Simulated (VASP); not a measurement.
OSZICAR of a VASP run on WS2 (2H layered):

**OSZICAR**
```
       N       E                     dE             d eps       ncg     rms          rms(c)
DAV:   1     0.531783555063E+03    0.53178E+03   -0.29051E+04  1104   0.168E+03
DAV:   2    -0.647317489752E+01   -0.53826E+03   -0.52637E+03  1186   0.450E+02
DAV:   3    -0.388149766279E+02   -0.32342E+02   -0.31860E+02  1276   0.100E+02
DAV:   4    -0.396202075264E+02   -0.80523E+00   -0.80302E+00  1225   0.162E+01
DAV:   5    -0.396425269856E+02   -0.22319E-01   -0.22312E-01  1240   0.269E+00    0.386E+01
DAV:   6    -0.373813850230E+02    0.22611E+01   -0.13541E+01  1167   0.212E+01    0.172E+01
DAV:   7    -0.371655696075E+02    0.21582E+00   -0.37553E+00  1129   0.910E+00    0.654E+00
DAV:   8    -0.370480699478E+02    0.11750E+00   -0.59266E-01  1300   0.458E+00    0.210E+00
DAV:   9    -0.370498949654E+02   -0.18250E-02   -0.62963E-02  1356   0.127E+00    0.111E+00
DAV:  10    -0.370476310210E+02    0.22639E-02   -0.34178E-02  1229   0.113E+00    0.352E-01
DAV:  11    -0.370471397914E+02    0.49123E-03   -0.55128E-03  1186   0.450E-01    0.131E-01
DAV:  12    -0.370471115629E+02    0.28229E-04   -0.20001E-04  1225   0.894E-02    0.717E-02
DAV:  13    -0.370471033234E+02    0.82395E-05   -0.84076E-05  1173   0.512E-02    0.234E-02
DAV:  14    -0.370471033695E+02   -0.46074E-07   -0.88757E-06  1217   0.146E-02
   1 F= -.37047103E+02 E0= -.37047103E+02  d E =-.370471E+02
       N       E                     dE             d eps       ncg     rms          rms(c)
DAV:   1    -0.380247587231E+02   -0.97766E+00   -0.28577E+01  1055   0.476E+01    0.123E+01
DAV:   2    -0.372078014717E+02    0.81696E+00   -0.47238E+00  1159   0.146E+01    0.427E+00
DAV:   3    -0.370108110309E+02    0.19699E+00   -0.12163E+00  1203   0.459E+00    0.198E+00
DAV:   4    -0.369664894870E+02    0.44322E-01   -0.17129E-01  1203   0.266E+00    0.725E-01
DAV:   5    -0.369642122276E+02    0.22773E-02   -0.28808E-02  1327   0.100E+00    0.806E-01
DAV:   6    -0.369634720467E+02    0.74018E-03   -0.55952E-03  1253   0.449E-01    0.178E-01
DAV:   7    -0.369629015113E+02    0.57054E-03   -0.26042E-03  1146   0.339E-01    0.136E-01
DAV:   8    -0.369629075836E+02   -0.60724E-05   -0.11431E-04  1269   0.751E-02    0.898E-02
DAV:   9    -0.369629108070E+02   -0.32234E-05   -0.12594E-05  1163   0.206E-02    0.549E-02
DAV:  10    -0.369629067438E+02    0.40632E-05   -0.12327E-05  1188   0.256E-02    0.664E-03
DAV:  11    -0.369629066510E+02    0.92763E-07   -0.47425E-07   755   0.441E-03
   2 F= -.36962907E+02 E0= -.36962907E+02  d E =0.841967E-01
       N       E                     dE             d eps       ncg     rms          rms(c)
DAV:   1    -0.375558971236E+02   -0.59299E+00   -0.13223E+01  1055   0.313E+01    0.910E+00
DAV:   2    -0.371690512257E+02    0.38685E+00   -0.17686E+00  1128   0.930E+00    0.275E+00
DAV:   3    -0.370839164739E+02    0.85135E-01   -0.34143E-01  1174   0.276E+00    0.110E+00
DAV:   4    -0.370711344900E+02    0.12782E-01   -0.51361E-02  1156   0.145E+00    0.680E-01
DAV:   5    -0.370698810460E+02    0.12534E-02   -0.92536E-03  1269   0.608E-01    0.569E-01
DAV:   6    -0.370692678080E+02    0.61324E-03   -0.36106E-03  1221   0.319E-01    0.117E-01
DAV:   7    -0.370691445302E+02    0.12328E-03   -0.11000E-03  1111   0.231E-01    0.619E-02
DAV:   8    -0.370691442679E+02    0.26226E-06   -0.39447E-05  1226   0.480E-02    0.494E-02
DAV:   9    -0.370691431822E+02    0.10857E-05   -0.36608E-06   897   0.145E-02    0.148E-02
DAV:  10    -0.370691427528E+02    0.42939E-06   -0.46427E-06  1016   0.143E-02
   3 F= -.37069143E+02 E0= -.37069143E+02  d E =-.220394E-01
       N       E                     dE             d eps       ncg     rms          rms(c)
DAV:   1    -0.370691857653E+02   -0.42583E-04   -0.10714E-03  1076   0.288E-01    0.842E-02
DAV:   2    -0.370691545157E+02    0.31250E-04   -0.15909E-04  1164   0.874E-02    0.268E-02
DAV:   3    -0.370691475824E+02    0.69332E-05   -0.33599E-05  1152   0.262E-02    0.104E-02
DAV:   4    -0.370691466248E+02    0.95768E-06   -0.49258E-06   998   0.148E-02
   4 F= -.37069147E+02 E0= -.37069147E+02  d E =-.220433E-01
       N       E                     dE             d eps       ncg     rms          rms(c)
DAV:   1    -0.370759378173E+02   -0.67902E-02   -0.20589E-01  1006   0.339E+00    0.592E-01
DAV:   2    -0.370715666259E+02    0.43712E-02   -0.15252E-02  1139   0.728E-01    0.228E-01
DAV:   3    -0.370705558078E+02    0.10108E-02   -0.25147E-03  1209   0.316E-01    0.127E-01
DAV:   4    -0.370703908428E+02    0.16496E-03   -0.21380E-04  1220   0.858E-02    0.908E-02
DAV:   5    -0.370703250266E+02    0.65816E-04   -0.15009E-04  1187   0.658E-02    0.229E-02
DAV:   6    -0.370703237672E+02    0.12595E-05   -0.10902E-05  1200   0.189E-02    0.158E-02
DAV:   7    -0.370703237721E+02   -0.49713E-08   -0.66139E-07   713   0.457E-03
   5 F= -.37070324E+02 E0= -.37070324E+02  d E =-.117715E-02
```

### Question
Which electronic solver shows in the log?

### Answer
It is blocked Davidson (ALGO = Normal, or the opening steps of other solvers). The INCAR had ALGO = Normal.

### Question
Can the final energy be trusted as converged?

### Answer
Self-consistency was reached. It stopped with EDIFF = 1E-6, NELM = 100, NSW = 60 and EDIFFG = -0.02 after 5 ionic steps (rev-vdW-DF2, plane waves, VASP's PBE PAW potentials (set 64)).

The compound is WS2 in the 2H layered structure. This run relaxes it. Symmetry was kept, so distortions that lower it aren't found. The start is the result of an earlier pass.
